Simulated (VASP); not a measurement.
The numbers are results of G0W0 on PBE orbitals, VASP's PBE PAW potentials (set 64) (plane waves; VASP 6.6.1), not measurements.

VASP ran on this input.

POSCAR:
```
GaSb
3.050
  0.0000000000   1.0000000000   1.0000000000
  1.0000000000   0.0000000000   1.0000000000
  1.0000000000   1.0000000000   0.0000000000
Ga Sb
1 1
Cart
  0.0000000000   0.0000000000   0.0000000000
  0.5000000000   0.5000000000   0.5000000000
```

**INCAR**
```
SYSTEM = GaSb
PREC = Normal
ENCUT = 500
ALGO = EVGW0
LREAL = .FALSE.
LASPH = .TRUE.
ISMEAR = 0
SIGMA = 0.01
GGA = PE
LWAVE = .FALSE.
LCHARG = .FALSE.
NELMGW = 1
NBANDS = 160
NOMEGA = 64
ENCUTGW = 200
NBANDSGW = 22
LSPECTRALGW = .TRUE.
```

File KPOINTS:
```
Automatic mesh
0
Gamma
4 4 4
0 0 0
```

POTCAR, in this order: Ga_d_GW Sb_d_GW (PBE.64 set). Program: vasp_std. Read from the step before: WAVECAR, WAVEDER.

The resulting files:

File OSZICAR:
```
energies w=
    0.000    0.000    0.324    0.000    0.647    0.000    0.969    0.000
    1.289    0.000    1.605    0.000    1.919    0.000    2.229    0.000
    2.534    0.000    2.836    0.000    3.133    0.000    3.426    0.000
    3.716    0.000    4.001    0.000    4.282    0.000    4.561    0.000
    4.836    0.000    5.109    0.000    5.381    0.000    5.650    0.000
    5.919    0.000    6.188    0.000    6.457    0.000    6.727    0.000
    6.999    0.000    7.273    0.000    7.551    0.000    7.833    0.000
    8.119    0.000    8.412    0.000    8.712    0.000    9.020    0.000
    9.338    0.000    9.666    0.000   10.008    0.000   10.363    0.000
   10.735    0.000   11.127    0.000   11.540    0.000   11.978    0.000
   12.444    0.000   12.942    0.000   13.480    0.000   14.059    0.000
   14.690    0.000   15.381    0.000   16.143    0.000   16.987    0.000
   17.931    0.000   18.997    0.000   20.209    0.000   21.604    0.000
   23.226    0.000   25.141    0.000   27.433    0.000   30.229    0.000
   33.715    0.000   38.178    0.000   44.094    0.000   52.297    0.000
   64.409    0.000   84.059    0.000  121.352    0.000  219.037    0.000
NQ=   1    0.0000    0.0000    0.0000,
 performed        317000 updates of chi_q(r,r)
NQ=   2    0.2500    0.0000    0.0000,
 performed        832000 updates of chi_q(r,r)
NQ=   3    0.5000    0.0000    0.0000,
 performed       1290000 updates of chi_q(r,r)
NQ=   4    0.2500    0.2500    0.0000,
 performed       1805000 updates of chi_q(r,r)
NQ=   5    0.5000    0.2500    0.0000,
 performed       2474000 updates of chi_q(r,r)
NQ=   6   -0.2500    0.2500    0.0000,
 performed       3087000 updates of chi_q(r,r)
NQ=   7    0.5000    0.5000    0.0000,
 performed       3503000 updates of chi_q(r,r)
NQ=   8   -0.2500    0.5000    0.2500,
 performed       4003000 updates of chi_q(r,r)
 resolving degeneracies of screened two electron integrals
```

File OUTCAR:
```


 k-point   1 :       0.0000    0.0000    0.0000
  band No.  KS-energies  QP-energies   sigma(KS)   V_xc(KS)     V^pw_x(r,r')   Z            occupation Imag(sigma)

      1     -24.8317     -27.3434     -22.2953     -18.6085     -28.9903       0.6813       2.0000       0.3322
      2     -24.8317     -27.3434     -22.2953     -18.6085     -28.9903       0.6813       2.0000       0.3322
      3     -24.8317     -27.3434     -22.2953     -18.6085     -28.9903       0.6813       2.0000       0.3322
      4     -24.8120     -27.3125     -22.2787     -18.6087     -28.9697       0.6813       2.0000       0.3152
      5     -24.8120     -27.3125     -22.2787     -18.6087     -28.9697       0.6813       2.0000       0.3152
      6     -11.1750     -13.2134     -24.8157     -21.7618     -35.1214       0.6675       2.0000       0.2872
      7     -11.1750     -13.2134     -24.8157     -21.7618     -35.1214       0.6675       2.0000       0.2872
      8     -11.1750     -13.2134     -24.8157     -21.7618     -35.1214       0.6675       2.0000       0.2872
      9     -11.1254     -13.1836     -24.8921     -21.8230     -35.1809       0.6706       2.0000       0.2621
     10     -11.1254     -13.1836     -24.8921     -21.8230     -35.1809       0.6706       2.0000       0.2621
     11      -7.6346      -8.0930     -11.7655     -11.0800     -17.3338       0.6687       2.0000       0.8716
     12       3.9032       3.4720     -12.2390     -11.6883     -13.0744       0.7830       2.0000       0.0514
     13       3.9032       3.4720     -12.2390     -11.6883     -13.0744       0.7830       2.0000       0.0514
     14       3.9032       3.4720     -12.2390     -11.6883     -13.0744       0.7830       2.0000       0.0514
     15       3.9923       4.3260     -11.7504     -12.1751      -7.8496       0.7858       0.0000      -0.0668
     16       6.6677       6.6561      -9.9237      -9.9087      -5.7855       0.7753       0.0000      -0.1111
     17       6.6677       6.6561      -9.9237      -9.9087      -5.7855       0.7753       0.0000      -0.1111
     18       6.6677       6.6561      -9.9237      -9.9087      -5.7855       0.7753       0.0000      -0.1111
     19       9.7434       9.4922      -7.5460      -7.2274      -2.5272       0.7884       0.0000      -0.2459
     20      12.6602      12.6562      -9.7577      -9.7526      -4.6320       0.7672       0.0000      -0.3331
     21      12.6602      12.6562      -9.7577      -9.7526      -4.6320       0.7672       0.0000      -0.3331
     22      13.4055      13.2249      -7.6812      -7.4480      -2.2667       0.7745       0.0000      -0.3790

 k-point   2 :       0.2500    0.0000    0.0000
  band No.  KS-energies  QP-energies   sigma(KS)   V_xc(KS)     V^pw_x(r,r')   Z            occupation Imag(sigma)

      1     -24.8307     -27.3474     -22.2958     -18.6098     -28.9912       0.6828       2.0000       0.3320
      2     -24.8307     -27.3474     -22.2958     -18.6098     -28.9912       0.6828       2.0000       0.3320
      3     -24.8307     -27.3474     -22.2958     -18.6098     -28.9912       0.6828       2.0000       0.3320
      4     -24.8116     -27.3178     -22.2795     -18.6091     -28.9699       0.6828       2.0000       0.3149
      5     -24.8116     -27.3178     -22.2795     -18.6091     -28.9699       0.6828       2.0000       0.3149
      6     -11.1895     -13.2164     -24.7402     -21.7018     -35.0289       0.6671       2.0000       0.2893
      7     -11.1687     -13.2099     -24.8310     -21.7753     -35.1386       0.6680       2.0000       0.2865
      8     -11.1687     -13.2099     -24.8310     -21.7753     -35.1386       0.6680       2.0000       0.2865
      9     -11.1258     -13.1802     -24.8896     -21.8221     -35.1807       0.6697       2.0000       0.2628
     10     -11.1258     -13.1802     -24.8896     -21.8221     -35.1807       0.6697       2.0000       0.2628
     11      -7.0118      -7.4835     -11.9853     -11.2928     -17.2999       0.6811       2.0000       0.8204
     12      -0.1413      -0.5529     -11.6672     -11.1191     -13.6784       0.7510       2.0000       0.1758
     13       3.1901       2.7365     -11.8699     -11.2861     -12.8605       0.7771       2.0000       0.0609
     14       3.1901       2.7365     -11.8699     -11.2861     -12.8605       0.7771       2.0000       0.0609
     15       4.7256       4.8236     -10.4680     -10.5929      -6.6356       0.7846       0.0000      -0.0771
     16       7.5427       7.5407     -10.0524     -10.0497      -5.6825       0.7712       0.0000      -0.1366
     17       7.5427       7.5407     -10.0524     -10.0497      -5.6825       0.7712       0.0000      -0.1366
     18       9.1496       9.2000     -10.4493     -10.5148      -5.5945       0.7703       0.0000      -0.2041
     19      11.1239      10.8515      -7.5387      -7.1877      -2.3571       0.7760       0.0000      -0.2932
     20      11.5629      11.4468      -8.9720      -8.8221      -3.9683       0.7742       0.0000      -0.2946
     21      11.5629      11.4468      -8.9720      -8.8221      -3.9683       0.7742       0.0000      -0.2946
     22      13.6868      13.5502      -8.6149      -8.4385      -3.0006       0.7745       0.0000      -0.4579

 k-point   3 :       0.5000    0.0000    0.0000
  band No.  KS-energies  QP-energies   sigma(KS)   V_xc(KS)     V^pw_x(r,r')   Z            occupation Imag(sigma)

      1     -24.8311     -27.3446     -22.2937     -18.6089     -28.9890       0.6821       2.0000       0.3382
      2     -24.8290     -27.3524     -22.2975     -18.6116     -28.9926       0.6846       2.0000       0.3286
      3     -24.8290     -27.3524     -22.2975     -18.6116     -28.9926       0.6846       2.0000       0.3286
      4     -24.8110     -27.3248     -22.2813     -18.6101     -28.9707       0.6847       2.0000       0.3142
      5     -24.8110     -27.3248     -22.2813     -18.6101     -28.9707       0.6847       2.0000       0.3142
      6     -11.2036     -13.2210     -24.6741     -21.6484     -34.9470       0.6668       2.0000       0.2912
      7     -11.1636     -13.2057     -24.8416     -21.7840     -35.1486       0.6679       2.0000       0.2849
      8     -11.1636     -13.2057     -24.8416     -21.7840     -35.1486       0.6679       2.0000       0.2849
      9     -11.1255     -13.1813     -24.8928     -21.8262     -35.1881       0.6704       2.0000       0.2646
     10     -11.1255     -13.1813     -24.8928     -21.8262     -35.1881       0.6704       2.0000       0.2646
     11      -5.9855      -6.4684     -12.5397     -11.8482     -17.3929       0.6983       2.0000       0.6947
     12      -2.5096      -2.9904     -11.0192     -10.3537     -14.3149       0.7224       2.0000       0.3882
     13       2.7324       2.2533     -11.7728     -11.1519     -12.9615       0.7715       2.0000       0.0715
     14       2.7324       2.2533     -11.7728     -11.1519     -12.9615       0.7715       2.0000       0.0715
     15       4.3199       4.3917     -10.3457     -10.4369      -6.6154       0.7873       0.0000      -0.0721
     16       7.6489       7.6070      -9.6030      -9.5489      -5.2158       0.7748       0.0000      -0.1410
     17       7.6489       7.6070      -9.6030      -9.5489      -5.2158       0.7748       0.0000      -0.1410
     18      10.3838      10.0635      -7.3957      -6.9858      -2.3136       0.7813       0.0000      -0.2618
     19      13.3496      13.2985      -9.6962      -9.6302      -4.0670       0.7740       0.0000      -0.4618
     20      13.8850      13.8740      -9.3924      -9.3779      -3.6322       0.7608       0.0000      -0.4818
     21      13.8850      13.8740      -9.3924      -9.3779      -3.6322       0.7608       0.0000      -0.4818
     22      14.1962      14.3599     -10.4011     -10.6169      -4.1441       0.7582       0.0000      -0.6320

 k-point   4 :       0.2500    0.2500    0.0000
  band No.  KS-energies  QP-energies   sigma(KS)   V_xc(KS)     V^pw_x(r,r')   Z            occupation Imag(sigma)

      1     -24.8333     -27.3422     -22.2924     -18.6062     -28.9879       0.6806       2.0000       0.3383
      2     -24.8287     -27.3546     -22.2984     -18.6126     -28.9937       0.6853       2.0000       0.3285
      3     -24.8287     -27.3546     -22.2984     -18.6126     -28.9937       0.6853       2.0000       0.3285
      4     -24.8129     -27.3073     -22.2767     -18.6072     -28.9674       0.6798       2.0000       0.3167
      5     -24.8104     -27.3249     -22.2821     -18.6107     -28.9715       0.6849       2.0000       0.3134
      6     -11.1998     -13.2219     -24.7101     -21.6777     -34.9954       0.6669       2.0000       0.2914
      7     -11.1619     -13.2078     -24.8503     -21.7919     -35.1602       0.6689       2.0000       0.2855
      8     -11.1619     -13.2078     -24.8503     -21.7919     -35.1602       0.6689       2.0000       0.2855
      9     -11.1309     -13.1768     -24.8714     -21.8051     -35.1573       0.6672       2.0000       0.2625
     10     -11.1237     -13.1851     -24.8936     -21.8269     -35.1879       0.6722       2.0000       0.2638
     11      -6.7902      -7.2618     -12.0380     -11.3466     -17.2562       0.6820       2.0000       0.8003
     12      -0.1629      -0.5210     -12.1242     -11.6481     -14.0848       0.7520       2.0000       0.1676
     13       2.2137       1.7230     -11.4022     -10.7627     -12.6869       0.7673       2.0000       0.0826
     14       2.2137       1.7230     -11.4022     -10.7627     -12.6869       0.7673       2.0000       0.0826
     15       5.1499       5.0646      -9.4308      -9.3222      -5.6522       0.7861       0.0000      -0.0848
     16       6.6318       6.6194      -9.8857      -9.8698      -5.6369       0.7811       0.0000      -0.1133
     17       9.4405       9.4961     -10.6866     -10.7600      -5.7766       0.7574       0.0000      -0.2179
     18       9.4405       9.4961     -10.6866     -10.7600      -5.7766       0.7574       0.0000      -0.2179
     19      10.4443      10.4303      -9.6164      -9.5984      -4.6746       0.7791       0.0000      -0.2483
     20      13.0447      12.8927      -8.5407      -8.3429      -2.9624       0.7684       0.0000      -0.4198
     21      13.4917      13.5071      -9.7213      -9.7412      -4.3883       0.7736       0.0000      -0.4090
     22      15.2175      15.0030      -7.9336      -7.6533      -2.2466       0.7653       0.0000      -0.5255

 k-point   5 :       0.5000    0.2500    0.0000
  band No.  KS-energies  QP-energies   sigma(KS)   V_xc(KS)     V^pw_x(r,r')   Z            occupation Imag(sigma)

      1     -24.8324     -27.3458     -22.2932     -18.6073     -28.9886       0.6819       2.0000       0.3389
...
```
(Selected blocks of OUTCAR.)

The mesh is coarse and the basis finite, so the quasiparticle values are not converged. VASP warned that its frequency grid is unfit for quasiparticle energies.

The compound is GaSb in the zinc blende structure. The cell was not relaxed at this level. The k-mesh is coarse (spacing up to 0.45 per Å, 2π included), so the numbers may not be converged in it.
